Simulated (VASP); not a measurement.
Computed with r2SCAN meta-GGA, VASP's PBE PAW potentials (set 64) (plane waves; VASP).

A VASP calculation is set up with these files.

KPOINTS_OPT:
```
k-points along high-symmetry lines
8
Line-mode
Reciprocal
  0.000000   0.000000   0.000000 ! GAMMA
 -0.500000  -0.500000  -0.500000 ! T

 -0.500000  -0.500000  -0.500000 ! T
 -0.239794  -0.760206  -0.500000 ! H_2

  0.239793  -0.500000  -0.239793 ! H_0
 -0.000000  -0.500000  -0.000000 ! L

 -0.000000  -0.500000  -0.000000 ! L
  0.000000   0.000000   0.000000 ! GAMMA

  0.000000   0.000000   0.000000 ! GAMMA
  0.369897  -0.369897   0.000000 ! S_0

 -0.000000  -0.630103  -0.369897 ! S_2
  0.000000  -0.500000  -0.500000 ! F

  0.000000  -0.500000  -0.500000 ! F
  0.000000   0.000000   0.000000 ! GAMMA
```

### INCAR
```
! general
SYSTEM  = Sb
PREC    = Accurate
ENCUT   = 400
LREAL   = .FALSE.
LASPH   = .TRUE.

! electronic loop
EDIFF   = 1E-7
NELM    = 100
ALGO    = Normal
LMAXMIX = 4
LMIXTAU = .TRUE.

! smearing
ISMEAR  = -5

! functional
METAGGA = R2SCAN

! ions
ISIF    = 2

! output
LWAVE   = .FALSE.
LCHARG  = .FALSE.
LORBIT  = 11
NEDOS   = 601
```

### POSCAR
```
Sb
1
    4.0362718445    -2.1770597155     0.0127246453
    4.0362718445     2.1770597155     0.0127246453
    2.8507370433    -0.0000000000     3.5922886675
Sb
2
Direct
  0.2317882386   0.2317882386   0.2317882386
  0.7682117614   0.7682117614   0.7682117614
```

### KPOINTS
```
Automatic mesh
0
Gamma
8 8 8
0 0 0
```

POTCAR, in this order: Sb (PBE.64 set). Program: vasp_std.

The resulting files:

OUTCAR:
```
 ion  position               nearest neighbor table
   1  0.232  0.232  0.232-   2 2.93   2 2.93   2 2.93   2 3.43   2 3.43   2 3.43
   2  0.768  0.768  0.768-   1 2.93   1 2.93   1 2.93   1 3.43   1 3.43   1 3.43
  LATTYP: Found a trigonal (rhomboedric) cell.
 ALAT       =     4.5859831361
 COS(alpha) =     0.5492809754
 Subroutine PRICEL returns:
 Original cell was already a primitive cell.
 Subroutine GETGRP returns: Found 12 space group operations
The static configuration has the point symmetry D_3d.
The dynamic configuration has the point symmetry D_3d.
 Subroutine INISYM returns: Found 12 space group operations
 Subroutine IBZKPT returns following result:
 Found     65 irreducible k-points:

 Following reciprocal coordinates:
            Coordinates               Weight
  0.000000  0.000000  0.000000      1.000000
  0.125000  0.000000  0.000000      6.000000
  0.250000  0.000000  0.000000      6.000000
  0.375000  0.000000  0.000000      6.000000
  0.500000  0.000000  0.000000      3.000000
  0.125000  0.125000  0.000000      6.000000
  0.250000  0.125000  0.000000     12.000000
  0.375000  0.125000  0.000000     12.000000
...
```

OSZICAR:
```
       N       E                     dE             d eps       ncg     rms          rms(c)
DAV:   1    -0.115638978582E+02   -0.11564E+02   -0.33264E+03  1170   0.734E+02
DAV:   2    -0.513761781541E+02   -0.39812E+02   -0.39324E+02  1664   0.117E+02
DAV:   3    -0.526486064717E+02   -0.12724E+01   -0.12694E+01  1417   0.261E+01
DAV:   4    -0.526581224581E+02   -0.95160E-02   -0.95193E-02  1446   0.271E+00
DAV:   5    -0.526581916643E+02   -0.69206E-04   -0.69194E-04  1306   0.218E-01    0.252E+00
DAV:   6    -0.513609604874E+02    0.12972E+01   -0.23601E-01  1179   0.384E+00    0.187E+00
DAV:   7    -0.514296134554E+02   -0.68653E-01   -0.51450E-02  1184   0.283E+00    0.890E-01
DAV:   8    -0.513699946683E+02    0.59619E-01   -0.82304E-02  1176   0.286E+00    0.212E-01
DAV:   9    -0.513939651675E+02   -0.23970E-01   -0.12783E-02  1189   0.109E+00    0.742E-02
DAV:  10    -0.513925781060E+02    0.13871E-02   -0.31542E-04  1253   0.167E-01    0.463E-02
DAV:  11    -0.513950213878E+02   -0.24433E-02   -0.20255E-03  1203   0.445E-01    0.104E-02
DAV:  12    -0.513951018991E+02   -0.80511E-04   -0.86479E-05  1352   0.863E-02    0.143E-02
DAV:  13    -0.513951099890E+02   -0.80898E-05   -0.56023E-06  1259   0.203E-02    0.609E-03
DAV:  14    -0.513951150104E+02   -0.50214E-05   -0.20945E-05  1213   0.409E-02    0.140E-03
DAV:  15    -0.513951208544E+02   -0.58440E-05   -0.31144E-06  1176   0.186E-02    0.311E-03
DAV:  16    -0.513951209425E+02   -0.88085E-07   -0.13227E-06  1211   0.100E-02    0.332E-04
DAV:  17    -0.513951210622E+02   -0.11966E-06   -0.35150E-08   605   0.205E-03    0.330E-04
DAV:  18    -0.513951212653E+02   -0.20312E-06   -0.42378E-08   600   0.242E-03    0.109E-04
DAV:  19    -0.513951212561E+02    0.91675E-08   -0.32928E-09   585   0.644E-04
   1 F= -.51395121E+02 E0= -.51395121E+02  d E =0.000000E+00
       N       E                     dE             ncg
```

OUTCAR:
```
------------------------ aborting loop because EDIFF is reached ----------------------------------------
  FORCE on cell =-STRESS in cart. coord.  units (eV):
  Direction    XX          YY          ZZ          XY          YZ          ZX
  --------------------------------------------------------------------------------------
  Total        0.0672357     -0.0126724     -0.0039073      0.0000000      0.0000000      0.0264652
  in kB        1.7105913     -0.3224078     -0.0994077      0.0000000      0.0000000      0.6733196
  external PRESSURE =       0.4295919 kB  Pullay stress =       0.0000000 kB
  volume of cell :       62.97
      direct lattice vectors                 reciprocal lattice vectors
     4.036271844 -2.177059715  0.012724645     0.124187382 -0.229667563 -0.098551537
     4.036271844  2.177059715  0.012724645     0.124187382  0.229667563 -0.098551537
     2.850737043  0.000000000  3.592288668    -0.000879796  0.000000000  0.279072246
 POSITION                                       TOTAL-FORCE (eV/Angst)
 -----------------------------------------------------------------------------------
      2.53189      0.00000      0.83855         0.008805      0.000000      0.002916
      8.39139      0.00000      2.77919        -0.008805      0.000000     -0.002916
 -----------------------------------------------------------------------------------
    total drift:                               -0.000000     -0.000000     -0.000000
  FREE ENERGIE OF THE ION-ELECTRON SYSTEM (eV)
  ---------------------------------------------------
  free  energy   TOTEN  =       -51.3951212561 eV

  energy  without entropy=      -51.3951212561  energy(sigma->0) =      -51.39512126

 total charge

# of ion       s       p       d       tot
------------------------------------------
    1        1.194   1.149   0.034   2.376
    2        1.194   1.149   0.034   2.376
--------------------------------------------------
tot          2.387   2.299   0.067   4.753
```
(Selected blocks of OUTCAR.)

For a metal the tetrahedron method with Blöchl corrections gives inexact stress and forces.

The compound is Sb in the a7 structure. It was relaxed first.
